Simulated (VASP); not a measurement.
# MoS2 (Molybdenite): how numerical settings change the zone-centre modes, part 2 of 2

How far do the zone-centre frequencies of MoS2 (Molybdenite) depend on the numerical settings? The starting structure is a measured crystal structure from the Crystallography Open Database.

VASP 6.6.1.

Results so far: reference B1g (2) 474.5 cm⁻¹.

### 3. Modes with a 4×4×1 mesh

Level of this step: LDA; plane waves and PAW (Mo_sv, S) (VASP).

Against step 2 the input has a 4×4×1 mesh (also changed: KPAR).

Input file INCAR:

```
SYSTEM = MoS2
PREC = Accurate
ENCUT = 450
EDIFF = 1E-08
NELM = 100
ISMEAR = 0
SIGMA = 0.03
LREAL = .FALSE.
ALGO = Normal
GGA = CA
NBANDS = 32
LASPH = .TRUE.
LORBIT = 11
LWAVE = .FALSE.
LCHARG = .FALSE.
KPAR = 2
IBRION = 6
NFREE = 2
POTIM = 0.015
NSW = 1
ISIF = 2
```

Input file POSCAR:

```
MoS2
1.0
    3.1228392084      0.0000000000      0.0000000000
   -1.5614196043      2.7044580865      0.0000000000
    0.0000000000      0.0000000000     12.0633462919
Mo S
2 4
Direct
    0.6666666667      0.3333333333      0.7500000000
    0.3333333333      0.6666666667      0.2500000000
    0.6666666667      0.3333333333      0.3788645305
    0.3333333333      0.6666666667      0.8788645305
    0.6666666667      0.3333333333      0.1211354695
    0.3333333333      0.6666666667      0.6211354695
```

Input file KPOINTS:

```
Automatic mesh
0
Gamma
4 4 1
0 0 0
```

PAW data sets: Mo_sv and S (LDA family, release 64).

The run is started by

```bash
$ mpirun -np 8 vasp_std
```

The program printed:

```text
[banner, memory and clock lines left out]
running    8 mpi-ranks, on    1 nodes
[...]
[... a notice as in an earlier step ...]

 LDA part: xc-table for (Slater(with rela. corr.)+CA(PZ))
 , standard interpolation
 POSCAR, INCAR and KPOINTS ok, starting setup
[...]
entering main loop
       N       E                     dE             d eps       ncg     rms          rms(c)
DAV:   1     0.430770522579E+03    0.43077E+03   -0.27049E+04   288   0.138E+03
DAV:   2    -0.260484151748E+02   -0.45682E+03   -0.44385E+03   304   0.392E+02
DAV:   3    -0.513060267570E+02   -0.25258E+02   -0.25060E+02   320   0.788E+01
DAV:   4    -0.518477839192E+02   -0.54176E+00   -0.54017E+00   304   0.119E+01
[...]
DAV:  15    -0.490379826763E+02   -0.49945E-07   -0.84470E-07   336   0.538E-03    0.179E-03
DAV:  16    -0.490379826451E+02    0.31261E-07   -0.19713E-07   336   0.274E-03    0.616E-04
DAV:  17    -0.490379826464E+02   -0.13315E-08   -0.14899E-08   232   0.682E-04
   1 F= -.49037983E+02 E0= -.49037983E+02  d E =-.497943E-54
[... from here on, the cycles between the ionic steps are left out ...]
   2 F= -.49035533E+02 E0= -.49035533E+02  d E =-.282333E-55
   3 F= -.49035533E+02 E0= -.49035533E+02  d E =-.282009E-55
   4 F= -.49034423E+02 E0= -.49034423E+02  d E =-.262579E-53
   5 F= -.49034423E+02 E0= -.49034423E+02  d E =-.262641E-53
   6 F= -.49036818E+02 E0= -.49036818E+02  d E =-.133087E-54
   7 F= -.49036818E+02 E0= -.49036818E+02  d E =-.133086E-54
   8 F= -.49034821E+02 E0= -.49034821E+02  d E =-.739865E-51
   9 F= -.49037061E+02 E0= -.49037061E+02  d E =-.154194E-56
 Finite differences progress:
  Degree of freedom:   4/  4
  Displacement:        2/  2
  Total:               8/  8
```

It took 12 s on 8 MPI ranks of Intel Xeon 6975P-C (Granite Rapids), shared host; peak memory 1.4 GiB; 92 s of CPU time.

Parts of OUTCAR (step 3):

```text
  Total       -0.1632049     -0.1632049      0.5751471      0.0000000      0.0000000     -0.0000000
  in kB       -2.5665285     -2.5665285      9.0446517      0.0000000      0.0000000     -0.0000000
  external PRESSURE =       1.3038649 kB  Pullay stress =       0.0000000 kB

 POSITION                                       TOTAL-FORCE (eV/Angst)
 -----------------------------------------------------------------------------------
      1.56142      0.90149      9.04751         0.000000     -0.000000     -0.001105
     -0.00000      1.80297      3.01584        -0.000000      0.000000     -0.239076
      1.56142      0.90149      4.55537        -0.000000     -0.000000      0.200725
     -0.00000      1.80297     10.60205        -0.000000     -0.000000     -0.075525
      1.56142      0.90149      1.46130        -0.000000     -0.000000      0.043017
     -0.00000      1.80297      7.49297        -0.000000     -0.000000      0.071964
 -----------------------------------------------------------------------------------
    total drift:                               -0.000000     -0.000000     -0.000057

  FREE ENERGIE OF THE ION-ELECTRON SYSTEM (eV)
  ---------------------------------------------------
  free  energy   TOTEN  =       -49.0370611969 eV

  energy  without entropy=      -49.0370611969  energy(sigma->0) =      -49.03706120

[... 1 part as in an earlier step ...]

[... 2 further parts left out ...]
[key lines of the parts left out:]
E-fermi :   8.4274
```

The last energy, forces and stress in OUTCAR belong to the last displaced cell, not to that of POSCAR.

With a 4×4×1 mesh the compared modes are at the top B1g (2) 473.5, A2u 471.6 cm⁻¹, at the bottom B1g (1) 58.1, E2g 34.9 cm⁻¹, with 4 more of the listed ones between; the largest shift among the levels compared is +5.7 cm⁻¹, in A1g, from the reference.

### 4. Modes with a cutoff of 260 eV

Against step 2 the input has ENCUT = 260.

INCAR, as its differences from that of step 3:

```diff
@@ -2,3 +2,3 @@
 PREC = Accurate
-ENCUT = 450
+ENCUT = 260
 EDIFF = 1E-08
@@ -15,3 +15,3 @@
 LCHARG = .FALSE.
-KPAR = 2
+KPAR = 8
 IBRION = 6
```

POSCAR is that of step 3.

Input file KPOINTS:

```
Automatic mesh
0
Gamma
9 9 2
0 0 0
```

The run is started by

```bash
$ mpirun -np 8 vasp_std
```

The program printed:

```text
[banner, memory and clock lines left out]
running    8 mpi-ranks, on    1 nodes
[...]
[... a notice as in an earlier step ...]

 LDA part: xc-table for (Slater(with rela. corr.)+CA(PZ))
 , standard interpolation
 POSCAR, INCAR and KPOINTS ok, starting setup
[...]
entering main loop
       N       E                     dE             d eps       ncg     rms          rms(c)
DAV:   1     0.291133251745E+03    0.29113E+03   -0.21146E+04  1832   0.916E+02
DAV:   2    -0.371717487287E+02   -0.32831E+03   -0.32034E+03  1968   0.309E+02
DAV:   3    -0.514824929052E+02   -0.14311E+02   -0.14209E+02  1912   0.591E+01
DAV:   4    -0.517228779380E+02   -0.24039E+00   -0.23994E+00  1864   0.781E+00
[...]
DAV:  16    -0.489035630687E+02    0.13848E-06   -0.69991E-07  1952   0.513E-03    0.625E-04
DAV:  17    -0.489035630809E+02   -0.12217E-07   -0.30427E-08  1608   0.107E-03    0.505E-04
DAV:  18    -0.489035630811E+02   -0.27012E-09   -0.92380E-10  1136   0.159E-04
   1 F= -.48903563E+02 E0= -.48903563E+02  d E =-.618797E-54
[... from here on, the cycles between the ionic steps are left out ...]
   2 F= -.48901148E+02 E0= -.48901148E+02  d E =-.167433E-54
   3 F= -.48901148E+02 E0= -.48901148E+02  d E =-.167198E-54
   4 F= -.48899999E+02 E0= -.48899999E+02  d E =-.185427E-52
   5 F= -.48899999E+02 E0= -.48899999E+02  d E =-.185418E-52
   6 F= -.48902404E+02 E0= -.48902404E+02  d E =-.880387E-54
   7 F= -.48902404E+02 E0= -.48902404E+02  d E =-.880113E-54
   8 F= -.48901922E+02 E0= -.48901922E+02  d E =-.409407E-50
   9 F= -.48901163E+02 E0= -.48901163E+02  d E =-.106010E-10
 Finite differences progress:
  Degree of freedom:   4/  4
  Displacement:        2/  2
  Total:               8/  8
```

The job ended after 24 s (8 MPI ranks; peak memory 2.3 GiB; 3.1 min of CPU time).

From OUTCAR (step 4):

```text
  Total       -0.9195906     -0.9195906     -0.6841204      0.0000000     -0.0000000     -0.0000000
  in kB      -14.4613037    -14.4613037    -10.7583441      0.0000000     -0.0000000     -0.0000000
  external PRESSURE =     -13.2269838 kB  Pullay stress =       0.0000000 kB

 POSITION                                       TOTAL-FORCE (eV/Angst)
 -----------------------------------------------------------------------------------
      1.56142      0.90149      9.04751         0.000000     -0.000000     -0.000166
     -0.00000      1.80297      3.01584         0.000000     -0.000000     -0.239659
      1.56142      0.90149      4.55537        -0.000000     -0.000000      0.297733
     -0.00000      1.80297     10.60205         0.000000      0.000000      0.023021
      1.56142      0.90149      1.46130         0.000000     -0.000000     -0.053337
     -0.00000      1.80297      7.49297        -0.000000     -0.000000     -0.027591
 -----------------------------------------------------------------------------------
    total drift:                               -0.000000      0.000000      0.000268

  FREE ENERGIE OF THE ION-ELECTRON SYSTEM (eV)
  ---------------------------------------------------
  free  energy   TOTEN  =       -48.9011631108 eV

  energy  without entropy=      -48.9011631108  energy(sigma->0) =      -48.90116311

[... 1 part as in an earlier step ...]

[... 2 further parts left out ...]
[key lines of the parts left out:]
E-fermi :   8.2167
```

The log as kept lacks single lines of electronic cycles.

With a cutoff of 260 eV the compared modes are at the top B1g (2) 475.1, A2u 471.2 cm⁻¹, at the bottom B1g (1) 57.4, E2g 36.3 cm⁻¹, with 4 more of the listed ones between; the largest shift among the levels compared is +0.6 cm⁻¹, in B1g (2), from the reference.

### 5. Modes with a 12×12×4 mesh

Against step 2 the input has a 12×12×4 mesh.

INCAR, as its differences from that of step 4:

```diff
@@ -2,3 +2,3 @@
 PREC = Accurate
-ENCUT = 260
+ENCUT = 450
 EDIFF = 1E-08
```

POSCAR is that of step 4.

Input file KPOINTS:

```
Automatic mesh
0
Gamma
12 12 4
0 0 0
```

The run is started by

```bash
$ mpirun -np 8 vasp_std
```

The program printed:

```text
[... set-up lines as in an earlier step ...]
 entering main loop
       N       E                     dE             d eps       ncg     rms          rms(c)
DAV:   1     0.434846707271E+03    0.43485E+03   -0.27339E+04  4056   0.139E+03
DAV:   2    -0.277156207401E+02   -0.46256E+03   -0.45054E+03  4432   0.391E+02
DAV:   3    -0.513664068819E+02   -0.23651E+02   -0.23444E+02  4688   0.788E+01
DAV:   4    -0.517994939382E+02   -0.43309E+00   -0.43182E+00  4384   0.108E+01
[...]
DAV:  15    -0.489570996614E+02    0.12921E-07   -0.81792E-07  4560   0.503E-03    0.398E-03
DAV:  16    -0.489570995082E+02    0.15320E-06   -0.75733E-07  4624   0.550E-03    0.623E-04
DAV:  17    -0.489570995112E+02   -0.30423E-08   -0.34860E-08  3904   0.112E-03
   1 F= -.48957100E+02 E0= -.48957100E+02  d E =-.160792E-26
[... from here on, the cycles between the ionic steps are left out ...]
   2 F= -.48954688E+02 E0= -.48954688E+02  d E =-.606448E-18
   3 F= -.48954688E+02 E0= -.48954688E+02  d E =-.316560E-18
   4 F= -.48953541E+02 E0= -.48953541E+02  d E =-.336727E-22
   5 F= -.48953541E+02 E0= -.48953541E+02  d E =-.339416E-22
   6 F= -.48955944E+02 E0= -.48955944E+02  d E =-.147087E-17
   7 F= -.48955944E+02 E0= -.48955944E+02  d E =-.133149E-17
   8 F= -.48955129E+02 E0= -.48955129E+02  d E =-.716454E-21
   9 F= -.48955038E+02 E0= -.48955038E+02  d E =-.133132E-18
 Finite differences progress:
  Degree of freedom:   4/  4
  Displacement:        2/  2
  Total:               8/  8
```

It took 2.5 min on 8 MPI ranks; peak memory 8.2 GiB.

Parts of OUTCAR (step 5):

```text
  Total        0.1644361      0.1644361      0.4268971     -0.0000000      0.0000000     -0.0000000
  in kB        2.5858907      2.5858907      6.7133004     -0.0000000      0.0000000     -0.0000000
  external PRESSURE =       3.9616939 kB  Pullay stress =       0.0000000 kB

 POSITION                                       TOTAL-FORCE (eV/Angst)
 -----------------------------------------------------------------------------------
      1.56142      0.90149      9.04751        -0.000000      0.000000     -0.000060
     -0.00000      1.80297      3.01584         0.000000     -0.000000     -0.238997
      1.56142      0.90149      4.55537         0.000000      0.000000      0.275000
     -0.00000      1.80297     10.60205        -0.000000     -0.000000      0.000863
      1.56142      0.90149      1.46130         0.000000     -0.000000     -0.031442
     -0.00000      1.80297      7.49297         0.000000     -0.000000     -0.005364
 -----------------------------------------------------------------------------------
    total drift:                               -0.000000     -0.000000     -0.000040

  FREE ENERGIE OF THE ION-ELECTRON SYSTEM (eV)
  ---------------------------------------------------
  free  energy   TOTEN  =       -48.9550376227 eV

  energy  without entropy=      -48.9550376227  energy(sigma->0) =      -48.95503762

[... 1 part as in an earlier step ...]

[... 2 further parts left out ...]
[key lines of the parts left out:]
E-fermi :   8.2599
```

With a 12×12×4 mesh the compared modes are at the top B1g (2) 474.5, A2u 470.6 cm⁻¹, at the bottom B1g (1) 56.9, E2g 35.7 cm⁻¹, with 4 more of the listed ones between; the largest shift among the levels compared is -0.1 cm⁻¹, in A2u, from the reference.

### 6. The runs compared

| run | B1g (2) | A2u | A1g | B2u | E1g | E2u | B1g (1) | E2g | core minutes |
| --- | --- | --- | --- | --- | --- | --- | --- | --- | --- |
| reference | 474.5 | 470.7 | 413.1 | 408.5 | 290.0 | 287.3 | 56.9 | 35.7 | 13.2 |
| a 4×4×1 mesh | 473.5 | 471.6 | 418.8 | 411.8 | 288.6 | 288.0 | 58.1 | 34.9 | 1.6 |
| a cutoff of 260 eV | 475.1 | 471.2 | 413.1 | 408.7 | 290.3 | 287.6 | 57.4 | 36.3 | 3.2 |
| a 12×12×4 mesh | 474.5 | 470.6 | 413.0 | 408.5 | 290.1 | 287.3 | 56.9 | 35.7 | 20.1 |

Modes are in cm⁻¹, degenerate ones as one, matched between runs by symmetry and order. A number in brackets counts the listed modes of one symmetry from the lowest. The symmetry labels come from an automatic analysis and can be wrong where levels nearly coincide. Levels within 1 cm⁻¹ of another in the first run are left out, since their labels are uncertain. Core minutes are wall time times ranks of the run shown, on a shared host.

### 7. Summary of results

* B1g (2), reference: 474.5 cm⁻¹
* E2g, reference: 35.7 cm⁻¹
* B1g (2), a 4×4×1 mesh: 473.5 cm⁻¹
* E2g, a 4×4×1 mesh: 34.9 cm⁻¹
* B1g (2), a cutoff of 260 eV: 475.1 cm⁻¹
* E2g, a cutoff of 260 eV: 36.3 cm⁻¹
* B1g (2), a 12×12×4 mesh: 474.5 cm⁻¹
* E2g, a 12×12×4 mesh: 35.7 cm⁻¹

What this shows: The largest change comes with a 4×4×1 mesh: +5.7 cm⁻¹ in A1g. On finer settings the modes change by up to -0.1 cm⁻¹ in A2u with a 12×12×4 mesh. Other changes move the modes by more: +5.7 cm⁻¹ in A1g with a 4×4×1 mesh and +0.6 cm⁻¹ in B1g (2) with a cutoff of 260 eV. The frequencies are harmonic, and the splitting of polar modes by their long-range field is left out. Further runs on this material are not shown.

[Lines on the potential files, build, host, timing and source positions are cut from VASP's logs without a mark.]

[Logs are printed without paths, hosts, clocks, repeated set-up lines and the standing remarks that a program may print on its own settings, such as how far it seeks lower states.]

[Hosts, paths, dates, database ids (printed as entryN), source tags and the programs' standing remarks are cut or masked in the printed files.]
